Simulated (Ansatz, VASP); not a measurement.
**MnZn in VASP and in Ansatz**

File INCAR:

```
PREC = Accurate
ENCUT = 600
EDIFF = 1E-6
ISMEAR = -1
SIGMA = 0.05
LREAL = F
LASPH = T
NELM = 150
ALGO = Normal
ISIF = 3
LWAVE = F
LCHARG = F
ISPIN = 2
MAGMOM = 4 0
LORBIT = 11
LMAXMIX = 4
GGA = CA
IBRION = 2
NSW = 100
EDIFFG = -0.005
```

Contents of KPOINTS:

```
Automatic mesh
0
Gamma
  11 11 11
```

Contents of POSCAR:

```
MnZn
1.0
    3.1103993697      0.0000000000      0.0000000000
    0.0000000000      3.1103993697      0.0000000000
    0.0000000000      0.0000000000      3.1103993697
Mn Zn
1 1
Direct
    0.0000000000      0.0000000000      0.0000000000
    0.5000000000      0.5000000000      0.5000000000
```

Input for Ansatz:

```yaml
crystal:
  lattice:
    - [3.1103993697, 0.0, 0.0]
    - [0.0, 3.1103993697, 0.0]
    - [0.0, 0.0, 3.1103993697]
  atoms:
    - { symbol: Mn, position: [0.0, 0.0, 0.0], spin: 4.0 }
    - { symbol: Zn, position: [0.5, 0.5, 0.5] }
magnetization:
  spin_polarized: true
kpoints:
  mp_grid: { grid: [11, 11, 11] }
scf:
  occupations: { method: fermi_dirac, width: 0.05 }
hamiltonian:
  xc: lda
  pseudopotentials: { kind: paw }
output:
  forces: true
  stress: true
  efg: { contact_densities: true }
relax:
  f_tol: 0.005
  max_steps: 80
  cell: {}
```

Alike in both runs: task relaxation of cell and atoms; functional LDA; k mesh 11 × 11 × 11; occupations fermi-dirac, width 0.05 eV; collinear spin.

|  | VASP | Ansatz |
| --- | --- | --- |
| version | VASP 6.6.1 | Ansatz 0.2.0 |
| potentials or method | VASP PAW LDA potentials, release 64 (Mn_pv, Zn) | PAW with Ansatz's default frozen-core files, scalar-relativistic |
| plane-wave cutoff (eV) | 600 | 420 |
| valence electrons in the cell | 25 | 27 |

|  | VASP | Ansatz | Ansatz less VASP |
| --- | --- | --- | --- |
| net moment per atom (μB) | 1.31 | 1.33 | +0.015 |
| size of the moment on the site where the two differ most (μB) | 2.59 | 2.57 | -0.017 |
| relaxed volume (Å³/atom) | 12.13 | 12.10 | -0.025 |
| relaxed cell length with the largest relative difference (Å) | 2.895 | 2.893 | -0.0020 |
| energy change over the relaxation (meV/atom) | -226 | -222 | +4.4 |

Site moments also hang on the region over which each program counts them. The two sets of potentials don't hold the same shells in valence.

Caveats: the volume moved by over 15 % at a fixed basis, so the end points are rough (VASP). LDA usually gives volumes a few per cent too small. Zero-point motion and thermal expansion aren't in these numbers.
